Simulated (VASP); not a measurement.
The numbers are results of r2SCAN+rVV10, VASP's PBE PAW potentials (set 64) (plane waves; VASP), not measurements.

Input for VASP

POSCAR:
```
GaN
1
    0.0000000000     2.2482458888     2.2482458888
    2.2482458888     0.0000000000     2.2482458888
    2.2482458888     2.2482458888     0.0000000000
Ga N
1 1
Direct
  0.0000000000   0.0000000000   0.0000000000
  0.2500000000   0.2500000000   0.2500000000
```

### KPOINTS_OPT
```
k-points along high-symmetry lines
10
Line-mode
Reciprocal
  0.000000   0.000000   0.000000 ! GAMMA
 -0.500000  -0.500000   0.000000 ! X

 -0.500000  -0.500000   0.000000 ! X
 -0.375000  -0.375000   0.250000 ! U

 -0.375000   0.000000   0.375000 ! K
  0.000000   0.000000   0.000000 ! GAMMA

  0.000000   0.000000   0.000000 ! GAMMA
  0.000000   0.000000   0.500000 ! L

  0.000000   0.000000   0.500000 ! L
 -0.500000  -0.250000   0.250000 ! W

 -0.500000  -0.250000   0.250000 ! W
 -0.500000  -0.500000   0.000000 ! X
```

INCAR:
```
SYSTEM = GaN
PREC = Accurate
ENCUT = 520
EDIFF = 1E-7
NELM = 100
ALGO = Normal
LREAL = .FALSE.
LASPH = .TRUE.
ISMEAR = -5
METAGGA = R2SCAN
LUSE_VDW = .TRUE.
BPARAM = 11.95
CPARAM = 0.0093
LMIXTAU = .TRUE.
LMAXMIX = 4
LWAVE = .FALSE.
LCHARG = .FALSE.
LORBIT = 11
NEDOS = 601
ISIF = 2
```

KPOINTS:
```
Automatic mesh
0
Gamma
11 11 11
0 0 0
```

POTCAR, in this order: Ga_d N (PBE.64 set). Program: vasp_std.

Predict the energy per atom (σ→0), band gap (over mesh and band path).

The energy per atom (σ→0) is -10.701 eV/atom and the band gap (over mesh and band path) is 2.13 eV.

File OSZICAR:
```
...
DAV:  20    -0.214015501193E+02   -0.20039E-05   -0.60838E-07  1588   0.106E-02    0.379E-03
DAV:  21    -0.214015491477E+02    0.97165E-06   -0.26464E-07  1521   0.532E-03    0.180E-03
DAV:  22    -0.214015499052E+02   -0.75755E-06   -0.64851E-08   933   0.301E-03    0.993E-04
DAV:  23    -0.214015497533E+02    0.15194E-06   -0.10479E-08   758   0.164E-03    0.108E-04
DAV:  24    -0.214015498338E+02   -0.80482E-07   -0.31176E-09   748   0.617E-04
   1 F= -.21401550E+02 E0= -.21401550E+02  d E =0.000000E+00
       N       E                     dE             ncg
       N       E                     dE             ncg
```

The compound is GaN in the zinc blende structure, a metastable form; wurtzite is the usual one. It was relaxed first.
